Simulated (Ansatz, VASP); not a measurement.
Ge3PdRu: VASP beside Ansatz

```xyz
5
Lattice="4.9538 0.0000 0.0000 0.0000 4.9538 0.0000 0.0000 0.0000 4.7717" Properties=species:S:1:pos:R:3 pbc="T T T"
Ge    0.0000    2.4769    0.0000
Ge    2.4769    0.0000    0.0000
Ge    2.4769    2.4769    2.3859
Ru    2.4769    2.4769    0.0000
Pd    0.0000    0.0000    0.0000
```

Alike in both runs: functional PBE; k mesh 4 × 4 × 4; occupations gaussian, width 0.1 eV; no spin polarisation.

Ansatz relaxed the structure, and its values are those at the end. VASP's run is a single point on that final structure, the one shown.

|  | VASP | Ansatz |
| --- | --- | --- |
| version | VASP 6.6.1 | Ansatz 0.2.0 |
| potentials or method | VASP PAW PBE potentials, release 64 (Ge_d, Ru_pv, Pd) | scalar-relativistic, plane waves, PAW |
| plane-wave cutoff (eV) | 520 | 420 |
| valence electrons in the cell | 66 | 76 |

|  | VASP | Ansatz | Ansatz less VASP |
| --- | --- | --- | --- |
| gap on the k mesh at the Fermi level (eV) | none | none | - |
| pressure (GPa) | 0.3 | 0.2 | -0.08 |

A gap of «none» marks a metal or a gap that the smearing closes. The two sets of potentials don't hold the same shells in valence.
